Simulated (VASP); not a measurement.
A run of VASP 6.6.1:

Contents of INCAR:

```
ALGO = Normal
EDIFF = 1E-7
ENCUT = 520
GGA = PS
ISIF = 2
ISMEAR = 0
LASPH = True
LCHARG = False
LREAL = False
LWAVE = False
NBANDS = 21
NELM = 100
PREC = Accurate
SIGMA = 0.1
```

The input KPOINTS:

```
k-points
0
Gamma
  10 10 10
```

File POSCAR:

```
TlBi
1.0
    3.8892606610      0.0000000000      0.0000000000
    0.0000000000      3.8892606610      0.0000000000
    0.0000000000      0.0000000000      3.8892606610
Tl Bi
1 1
Direct
    0.0000000000      0.0000000000      0.0000000000
    0.5000000000      0.5000000000      0.5000000000
```

Potentials or basis: VASP PAW PBE potentials, release 64 (Tl_d, Bi_d).

Launch:

```sh
$ cat potpaw_PBE.64/Tl_d/POTCAR potpaw_PBE.64/Bi_d/POTCAR > POTCAR
$ mpirun -np 1 vasp_std > vasp.out
```

Hardware: 1 thread of Intel(R) Xeon(R) 6975P-C (Granite Rapids), on a shared host.

How long does it take, and how much memory?

Wall time 26 s on 1 thread of Intel(R) Xeon(R) 6975P-C (Granite Rapids), on a shared host, peak memory 0.21 GiB. Counts: scf iterations 13, k points 56.
